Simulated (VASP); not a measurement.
Method: PBE GGA with D4 dispersion, VASP's PBE PAW potentials (set 64) (plane waves; VASP 6.6.1).

VASP ran on this input.

File KPOINTS:
```
kpoints
0
G
  6 6 6
0 0 0
```

### POSCAR
```
KBr
1
    0.0000000000     3.3000000000     3.3000000000
    3.3000000000     0.0000000000     3.3000000000
    3.3000000000     3.3000000000     0.0000000000
K Br
1 1
Direct
  0.0000000000   0.0000000000   0.0000000000
  0.5000000000   0.5000000000   0.5000000000
```

**INCAR**
```
ALGO = Normal
EDIFF = 1E-6
EDIFFG = -0.01
ENCUT = 520
GGA = PE
IBRION = 2
ISIF = 3
ISMEAR = 0
IVDW = 13
LASPH = .TRUE.
LCHARG = .FALSE.
LMAXMIX = 4
LREAL = .FALSE.
LWAVE = .FALSE.
NELM = 100
NSW = 60
PREC = Accurate
SIGMA = 0.05
SYSTEM = KBr
```

POTCAR, in this order: K_sv Br (PBE.64 set). Program: vasp_std.

The run wrote:

OSZICAR:
```
       N       E                     dE             d eps       ncg     rms          rms(c)
DAV:   1     0.104976951594E+03    0.10498E+03   -0.69466E+03   384   0.117E+03
DAV:   2     0.362244957652E+00   -0.10461E+03   -0.96110E+02   452   0.269E+02
DAV:   3    -0.614594027666E+01   -0.65082E+01   -0.64621E+01   488   0.620E+01
DAV:   4    -0.638632215144E+01   -0.24038E+00   -0.24016E+00   676   0.108E+01
DAV:   5    -0.638777401434E+01   -0.14519E-02   -0.14518E-02   484   0.894E-01    0.311E+00
DAV:   6    -0.621606477302E+01    0.17171E+00   -0.28364E-01   460   0.280E+00    0.226E+00
DAV:   7    -0.620472746528E+01    0.11337E-01   -0.13729E-01   472   0.218E+00    0.105E+00
DAV:   8    -0.621401161018E+01   -0.92841E-02   -0.15582E-02   544   0.106E+00    0.129E-01
DAV:   9    -0.621459652321E+01   -0.58491E-03   -0.58380E-04   488   0.167E-01    0.808E-02
DAV:  10    -0.621507382277E+01   -0.47730E-03   -0.55606E-04   448   0.170E-01    0.154E-02
DAV:  11    -0.621507822249E+01   -0.43997E-05   -0.16324E-05   516   0.278E-02    0.425E-03
DAV:  12    -0.621508082514E+01   -0.26026E-05   -0.44164E-06   452   0.177E-02    0.468E-03
DAV:  13    -0.621508093632E+01   -0.11118E-06   -0.34944E-07   364   0.375E-03
   1 F= -.64586920E+01 E0= -.64586920E+01  d E =-.645869E+01
       N       E                     dE             d eps       ncg     rms          rms(c)
DAV:   1    -0.621813074445E+01   -0.30499E-02   -0.38521E-02   460   0.194E+00    0.258E-01
DAV:   2    -0.621677425564E+01    0.13565E-02   -0.31682E-03   512   0.519E-01    0.104E-01
DAV:   3    -0.621642392127E+01    0.35033E-03   -0.11277E-03   664   0.277E-01    0.772E-02
DAV:   4    -0.621642771379E+01   -0.37925E-05   -0.26284E-05   688   0.349E-02    0.324E-02
DAV:   5    -0.621642642537E+01    0.12884E-05   -0.33909E-05   724   0.337E-02    0.598E-03
DAV:   6    -0.621642578663E+01    0.63875E-06   -0.58544E-07   332   0.892E-03
   2 F= -.64588622E+01 E0= -.64588622E+01  d E =-.170200E-03
       N       E                     dE             d eps       ncg     rms          rms(c)
DAV:   1    -0.621831201318E+01   -0.18856E-02   -0.21922E-02   464   0.146E+00    0.194E-01
DAV:   2    -0.621755138097E+01    0.76063E-03   -0.18065E-03   504   0.392E-01    0.771E-02
DAV:   3    -0.621735587988E+01    0.19550E-03   -0.63273E-04   648   0.208E-01    0.575E-02
DAV:   4    -0.621735744431E+01   -0.15644E-05   -0.19766E-05   708   0.269E-02    0.242E-02
DAV:   5    -0.621735599994E+01    0.14444E-05   -0.17840E-05   716   0.246E-02    0.443E-03
DAV:   6    -0.621735562758E+01    0.37236E-06   -0.30978E-07   312   0.646E-03
   3 F= -.64589165E+01 E0= -.64589165E+01  d E =-.224497E-03
```

### OUTCAR
```
------------------------ aborting loop because EDIFF is reached ----------------------------------------
  Edisp (eV):   -0.24156
  FORCE on cell =-STRESS in cart. coord.  units (eV):
  Direction    XX          YY          ZZ          XY          YZ          ZX
  --------------------------------------------------------------------------------------
  Total       0.00372     0.00372     0.00372    -0.00000     0.00000     0.00000
  in kB       0.08240     0.08240     0.08240    -0.00000     0.00000     0.00000
  external pressure =        0.08 kB  Pullay stress =        0.00 kB
  volume of cell :       72.40
      direct lattice vectors                 reciprocal lattice vectors
    -0.000000000  3.308035117  3.308035117    -0.151147126  0.151147126  0.151147126
     3.308035117  0.000000000  3.308035117     0.151147126 -0.151147126  0.151147126
     3.308035117  3.308035117 -0.000000000     0.151147126  0.151147126 -0.151147126
  FREE ENERGIE OF THE ION-ELECTRON SYSTEM (eV)
  ---------------------------------------------------
  free  energy   TOTEN  =        -6.4589164787 eV

  energy  without entropy=       -6.4589164787  energy(sigma->0) =       -6.45891648

 reached required accuracy - stopping structural energy minimisation
```
(Selected blocks of OUTCAR.)

**CONTCAR**
```
KBr
   1.00000000000000
    -0.0000000000000000    3.3080351172512650    3.3080351172512650
     3.3080351172512650    0.0000000000000000    3.3080351172512650
     3.3080351172512650    3.3080351172512650   -0.0000000000000000
  K               Br
     1     1
Direct
     0.0000000000000000    0.0000000000000000    0.0000000000000000
     0.5000000000000000    0.5000000000000000    0.5000000000000000
```

The compound is KBr in the rock salt structure. This run relaxes it. Symmetry was kept, so distortions that lower it aren't found.
